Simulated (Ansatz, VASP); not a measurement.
# SiC (Moissanite 3C) in two plane-wave programs, part 2 of 2

Wanted: the spread between two codes on one cell, functional and k mesh. The cell is taken from a series of runs on this material, whose earlier steps may have relaxed, scaled, displaced or heated it; both programs get it as it stands.

VASP 6.6.1 and Ansatz 0.2.0.

So far. Step 5 (VASP: single point, LDA, pair 2): The run ends at a pressure of -6.42 GPa.

**6. Ansatz: single point, LDA, pair 2**

Level of this step: Ansatz beside VASP: Kohn-Sham DFT, plane waves, LDA (Ansatz).

The same cell, functional (in two slightly different forms) and mesh now go to Ansatz, which takes its cutoff from its data sets.

The cell is taken from a series of runs on this material, whose earlier steps may have relaxed, scaled, displaced or heated it; both programs get it as it stands.

The input, input.yaml:

```yaml
crystal:
  lattice:
    - [0.0, 2.1859160527, 2.1859160527]
    - [2.1859160527, 0.0, 2.1859160527]
    - [2.1859160527, 2.1859160527, 0.0]
  atoms:
    - { symbol: Si, position: [0.0, 0.0, 0.0] }
    - { symbol: C, position: [0.25, 0.25, 0.25] }
kpoints:
  mp_grid: { grid: [12, 12, 12] }
hamiltonian:
  xc: lda
scf:
  occupations: { method: fixed }
output:
  forces: true
  stress: true
  eigenvalues: true
```

Launch:

```
> ansatz run input.yaml --threads 4 --pin off --max-ram 8192MiB --backend cpu --events-out ev --progress --plain --runs-dir out
```

Numbers of over 12 decimals in the logs are rounded to 6 here.

What it wrote:

```text
[...]
Crystal: 2 atoms, lattice volume = 20.890 Å³
Basis set: ecut = 420 eV, 411 PW (Γ)
Bands: 8, of which v1, the nominal top of the filled ones, is band 4 counted from 1 (3 counted from 0)
Symmetry: 24 space group operations
[...]
k-points: 72 of 1728 (time reversal used)
[...]
Free energy (F): -852.188243 eV
[...]
Internal energy: -852.188243 eV  (E = F + TS)
E sigma→0 (E₀):  -852.188243 eV
Fermi energy:    9.125114 eV
[...]
--- Stress (GPa, compression-positive) ---
       -6.405077      -0.000000       0.000000
       -0.000000      -6.405077       0.000000
       -0.000000       0.000000      -6.405077
  P = ⅓ Tr σ = -6.4051 GPa (-64.051 kbar)
--- Band table (eV; the first three rows and the last of 72) ---
[...]
[key lines of the parts left out:]
SCF converged after 6 iterations
```

The run ends at a pressure of -6.41 GPa.

**7. Comparison**

Compared:

| quantity | Ansatz | VASP | difference |
| --- | --- | --- | --- |
| pressure (GPa) | -6.41 | -6.42 | +0.02 |
| gap on the k mesh (eV) | 1.325 | 1.319 | +0.006 |

A gap on the mesh is an upper bound, since the band edges may lie between its points.

**8. Ansatz: single point, LDA, pair 3**

With cell and atoms fixed, the geometry can't cause a difference; cores, projectors, grids and the points listed under the comparison can. The cell compared in this pair holds 21.30 Å³, against 20.89 Å³ for the pair before.

The cell is taken from a series of runs on this material, whose earlier steps may have relaxed, scaled, displaced or heated it; both programs get it as it stands.

input.yaml, the sections that differ from step 6:

```yaml
crystal:
  lattice:
    - [0.0, 2.199973777, 2.199973777]
    - [2.199973777, 0.0, 2.199973777]
    - [2.199973777, 2.199973777, 0.0]
  atoms:
    - { symbol: Si, position: [0.0, 0.0, 0.0] }
    - { symbol: C, position: [0.25, 0.25, 0.25] }
# kpoints, hamiltonian, scf, output: as in step 6
```

What it wrote:

```text
[...]
Crystal: 2 atoms, lattice volume = 21.295 Å³
Basis set: ecut = 420 eV, 411 PW (Γ)
Bands: 8, of which v1, the nominal top of the filled ones, is band 4 counted from 1 (3 counted from 0)
Symmetry: 24 space group operations
[...]
k-points: 72 of 1728 (time reversal used)
[...]
Free energy (F): -852.167184 eV
[...]
Internal energy: -852.167184 eV  (E = F + TS)
E sigma→0 (E₀):  -852.167184 eV
Fermi energy:    8.887473 eV
[...]
--- Stress (GPa, compression-positive) ---
      -10.185176      -0.000000      -0.000000
        0.000000     -10.185176       0.000000
       -0.000000       0.000000     -10.185176
  P = ⅓ Tr σ = -10.1852 GPa (-101.852 kbar)
--- Band table (eV; the first three rows and the last of 72) ---
[...]
[key lines of the parts left out:]
SCF converged after 6 iterations
```

The run ends at a pressure of -10.19 GPa.

**9. VASP: single point, LDA, pair 3**

The same cell, functional (in two slightly different forms) and mesh now go to VASP, with its own data sets.

The input, INCAR:

```
SYSTEM = SiC
PREC = Accurate
ENCUT = 600
EDIFF = 1E-06
NELM = 120
ISMEAR = 0
SIGMA = 0.01
LREAL = .FALSE.
ALGO = Normal
GGA = PW92
NBANDS = 10
LORBIT = 11
LWAVE = .FALSE.
LCHARG = .FALSE.
ISIF = 2
LASPH = .TRUE.
GGA_COMPAT = .FALSE.
EFERMI = MIDGAP
```

The input, POSCAR:

```
SiC
1.0
    0.0000000000      2.1999737770      2.1999737770
    2.1999737770      0.0000000000      2.1999737770
    2.1999737770      2.1999737770      0.0000000000
Si C
1 1
Direct
    0.0000000000      0.0000000000      0.0000000000
    0.2500000000      0.2500000000      0.2500000000
```

The input, KPOINTS:

```
Automatic mesh
0
Gamma
12 12 12
0 0 0
```

Potentials, in the order of the species: Si and C (LDA family, release 64).

Launch:

```
> mpirun -np 1 vasp_std
```

What it wrote:

```text
[... set-up lines as in an earlier step ...]
 entering main loop
       N       E                     dE             d eps       ncg     rms          rms(c)
DAV:   1     0.413074893909E+01    0.41307E+01   -0.43109E+03  1488   0.761E+02
DAV:   2    -0.178829351111E+02   -0.22014E+02   -0.20809E+02  1880   0.118E+02
DAV:   3    -0.185748315353E+02   -0.69190E+00   -0.69042E+00  1730   0.184E+01
DAV:   4    -0.185780183583E+02   -0.31868E-02   -0.31865E-02  1696   0.153E+00
[...]
DAV:   9    -0.166228724603E+02    0.37488E-03   -0.18347E-03  1786   0.246E-01    0.939E-02
DAV:  10    -0.166228899520E+02   -0.17492E-04   -0.12401E-04  1546   0.734E-02    0.311E-02
DAV:  11    -0.166228901558E+02   -0.20376E-06   -0.51027E-06  1658   0.142E-02
   1 F= -.16622890E+02 E0= -.16622890E+02  d E =0.000000E+00
```

OUTCAR, selected parts (step 9):

```text
  Total       -1.3555849     -1.3555849     -1.3555849      0.0000000      0.0000000     -0.0000000
  in kB     -101.9893439   -101.9893439   -101.9893439      0.0000000      0.0000000     -0.0000000
  external PRESSURE =    -101.9893439 kB  Pullay stress =       0.0000000 kB

 POSITION                                       TOTAL-FORCE (eV/Angst)
 -----------------------------------------------------------------------------------
      0.00000      0.00000      0.00000         0.000000      0.000000      0.000000
      1.09999      1.09999      1.09999        -0.000000     -0.000000     -0.000000
 -----------------------------------------------------------------------------------
    total drift:                               -0.000000     -0.000000     -0.000000

  FREE ENERGIE OF THE ION-ELECTRON SYSTEM (eV)
  ---------------------------------------------------
  free  energy   TOTEN  =       -16.6228901558 eV

  energy  without entropy=      -16.6228901558  energy(sigma->0) =      -16.62289016

[... 1 part as in an earlier step ...]

[... 2 further parts left out ...]
[key lines of the parts left out:]
E-fermi :   8.4041
```

The run ends at a pressure of -10.20 GPa.

**10. Comparison**

Compared:

| quantity | Ansatz | VASP | difference |
| --- | --- | --- | --- |
| pressure (GPa) | -10.19 | -10.20 | +0.01 |
| gap on the k mesh (eV) | 1.340 | 1.334 | +0.006 |

A gap on the mesh is an upper bound, since the band edges may lie between its points.

**11. What came out**

```json
{
 "difference in gap on the k mesh (single point, LDA, pair 1)": "0.0070 eV",
 "difference in gap on the k mesh (single point, LDA, pair 2)": "0.0064 eV",
 "difference in gap on the k mesh (single point, LDA, pair 3)": "0.0058 eV"
}
```

The difference in gap on the k mesh is 0.0070 eV (single point, LDA, pair 1), within the 0.08 eV picked in this series as the mark of a large difference. How closely two codes agree says nothing of how well the functional describes the real material.

[Lines on the potential files, build, host, timing and source positions are cut from VASP's logs without a mark.]

[Logs are printed without paths, hosts, clocks, repeated set-up lines and the standing remarks that a program may print on its own settings, such as how far it seeks lower states.]

[Hosts, paths, dates, database ids (printed as entryN), source tags and the programs' standing remarks are cut or masked in the printed files.]
